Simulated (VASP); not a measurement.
Ga3BSb2, 6 atoms in the cell. The structure is trigonal, space group P3m1 (No. 156). Conventional cell: a = 3.756 Å, b = 3.756 Å, c = 10.774 Å, α = 90.00°, β = 90.00°, γ = 120.00°. Ga (site symmetry 3m) has 3 Ga at 2.83 Å and 3 Sb at 2.93 Å as nearest neighbours. Around Ga (site symmetry 3m) lie 3 Ga at 2.83 Å and 3 Sb at 3.20 Å. Around Ga (site symmetry 3m) lie 1 B at 2.09 Å. B (site symmetry 3m) is surrounded by 1 Ga at 2.09 Å and 3 Sb at 2.31 Å. Sb (site symmetry 3m) has 3 B at 2.31 Å as nearest neighbours. Sb (site symmetry 3m) is surrounded by 6 Ga at 2.79 to 2.93 Å. The cell was built by a generator and needn't be a form met in nature.

* Program: VASP 6.6.1
* Task: single point
* Functional: r2SCAN
* Potentials or basis: VASP PAW PBE potentials, release 64 (Ga_d, B, Sb)
* Cutoff: 520 eV
* k mesh: 10 × 10 × 4
* Occupations: gaussian, width 0.1 eV
* Spin: no spin polarisation
* Further INCAR settings: ALGO = Normal; EDIFF = 1e-06; NBANDS = 35

Potentials or basis: VASP PAW PBE potentials, release 64 (Ga_d, B, Sb).

Launch:

```console
$ cat potpaw_PBE.64/Ga_d/POTCAR potpaw_PBE.64/B/POTCAR potpaw_PBE.64/Sb/POTCAR > POTCAR
$ mpirun -np 4 vasp_std > vasp.out
```

Hardware: 4 MPI ranks on Intel(R) Xeon(R) Platinum 8259CL CPU @ 2.50GHz (Skylake/Cascade Lake) (shared host).

How long does it take, and how much memory?

Wall time 5.6 min on 4 MPI ranks on Intel(R) Xeon(R) Platinum 8259CL CPU @ 2.50GHz (Skylake/Cascade Lake) (shared host), peak memory 0.39 GiB a rank. Counts: scf iterations 29, k points 50.
